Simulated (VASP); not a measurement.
Here is a VASP 6.6.1 calculation.

File INCAR:

```
SYSTEM = Ga2GeSe2
PREC = Normal
ENCUT = 520
EDIFF = 1E-4
ISMEAR = 0
SIGMA = 0.15
LREAL = .FALSE.
LASPH = .TRUE.
NELM = 60
ALGO = Fast
ISIF = 3
LWAVE = .FALSE.
LCHARG = .FALSE.
GGA = PE
IBRION = 2
NSW = 24
EDIFFG = -0.08
```

The input KPOINTS:

```
regular mesh
0
G
  3 3 3
  0 0 0
```

POSCAR

```
Ga2GeSe2
1.0
    4.8594269100      0.0000000000      0.0000000000
   -2.4297134600      4.2083871600      0.0000000000
    0.0000000000      0.0000000000      5.7060765500
Ga Ge Se
2 1 2
Direct
    0.3333333300      0.6666666700      0.0000000000
    0.6666666700      0.3333333300      0.0000000000
    0.0000000000      0.0000000000      0.0000000000
    0.3333333300      0.6666666700      0.5000000000
    0.6666666700      0.3333333300      0.5000000000
```

Potentials or basis: VASP PAW PBE potentials, release 64 (Ga_d, Ge_d, Se).

Launch:

```bash
$ cat potpaw_PBE.64/Ga_d/POTCAR potpaw_PBE.64/Ge_d/POTCAR potpaw_PBE.64/Se/POTCAR > POTCAR
$ mpirun -np 1 vasp_std > vasp.out
```

**Question.** Estimate the relaxed cell.

**Answer.** a = 4.854 Å, b = 4.854 Å, c = 5.564 Å, α = 90.00°, β = 90.00°, γ = 120.00°.

**Question.** Predict the band gap on the k mesh.

**Answer.** None (metal or under the smearing width).

**Question.** Predict the space group after relaxing (to 0.05 Å).

**Answer.** P6/mmm (No. 191).

Final structure:
```
Ga Ge Se
1.0
     4.85382    0.00000    0.00000
    -2.42691    4.20353    0.00000
     0.00000    0.00000    5.56417
Ga Ge Se
2 1 2
Direct
  0.33333 0.66667 0.00000
  0.66667 0.33333 0.00000
  0.00000 0.00000 0.00000
  0.33333 0.66667 0.50000
  0.66667 0.33333 0.50000
```

Caveat: the k mesh is coarse (spacing up to 0.50 Å⁻¹), so the values aren't converged.
